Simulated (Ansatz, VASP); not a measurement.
## Be3Os2 in VASP and in Ansatz

The input INCAR:

```
ALGO = Fast ; EDIFF = 1E-6
ENCUT = 520 ; GGA = PE
ISIF = 2 ; ISMEAR = 0
LASPH = True ; LCHARG = False
LREAL = False ; LWAVE = False
NBANDS = 33 ; NELM = 80
PREC = Accurate ; SIGMA = 0.2233
```

The input KPOINTS:

```
k-points
0
Gamma
  7 7 7
```

Contents of POSCAR:

```
Be3Os2
1.0
    0.0000000000      2.8147500000      0.0000000000
    5.5033960000     -1.4073750000      0.0000000000
   -2.0922150000      1.4073750000     -6.5139090000
Be Os
6 4
Direct
    0.6590500000      0.8064500000      0.4883500000
    0.3409500000      0.1935500000      0.5116500000
    0.7692500000      0.6560500000      0.1175500000
    0.2307500000      0.3439500000      0.8824500000
    0.9503500000      0.6316900000      0.7309900000
    0.0496500000      0.3683100000      0.2690100000
    0.4098300000      0.7677400000      0.9480800000
    0.5901700000      0.2322600000      0.0519200000
    0.1369000000      0.9807200000      0.7069200000
    0.8631000000      0.0192800000      0.2930800000
```

Input for Ansatz:

```yaml
crystal:
  lattice:
    - [0.0, 2.81475, 0.0]
    - [5.503396, -1.407375, 0.0]
    - [-2.092215, 1.407375, -6.513909]
  atoms:
    - { symbol: Be, position: [0.65905, 0.80645, 0.48835] }
    - { symbol: Be, position: [0.34095, 0.19355, 0.51165] }
    - { symbol: Be, position: [0.76925, 0.65605, 0.11755] }
    - { symbol: Be, position: [0.23075, 0.34395, 0.88245] }
    - { symbol: Os, position: [0.40983, 0.76774, 0.94808] }
    - { symbol: Os, position: [0.59017, 0.23226, 0.05192] }
    - { symbol: Be, position: [0.95035, 0.63169, 0.73099] }
    - { symbol: Be, position: [0.04965, 0.36831, 0.26901] }
    - { symbol: Os, position: [0.1369, 0.98072, 0.70692] }
    - { symbol: Os, position: [0.8631, 0.01928, 0.29308] }
  symmetry: { tolerance: 0.0003 }
kpoints:
  mp_grid: { grid: [7, 7, 7], shift: [0, 0, 0] }
magnetization:
  spin_polarized: false
scf:
  occupations: { method: gaussian, width: 0.2233 }
hamiltonian:
  pseudopotentials: { kind: paw }
  xc: pbe
basis:
  ecutwfc: 420
output:
  forces: true
  stress: true
  eigenvalues: true
```

The cell was built by a generator and needn't be a form met in nature.

Alike in both runs: task single point; functional PBE; k mesh 7 × 7 × 7; occupations gaussian, width 0.2233 eV; no spin polarisation.

|  | VASP | Ansatz |
| --- | --- | --- |
| version | VASP 6.6.1 | Ansatz 0.2.0 |
| potentials or method | VASP PAW PBE potentials, release 64 (Be, Os) | PAW plane waves |
| plane-wave cutoff (eV) | 520 | 420 |
| valence electrons in the cell | 44 | 76 |

VASP gave:

| Item | Value |
| --- | --- |
| gap on the k mesh at the Fermi level (eV) | none |
| rms of the force components (eV/Å) | 2.888 |

Question: What did Ansatz give for the same quantities?

Answer: gap on the k mesh at the Fermi level (eV): none; rms of the force components (eV/Å): 2.819.

A gap of «none» marks a metal or a gap that the smearing closes. The functional is the same, so the differences come from potentials, cutoffs and numerics. The two sets of potentials don't hold the same shells in valence.

Caveats: forces of over 1 eV/Å show positions far from the minimum, so gaps and moduli don't describe the material at rest. Spin-orbit coupling is left out, which matters for the levels of Os.
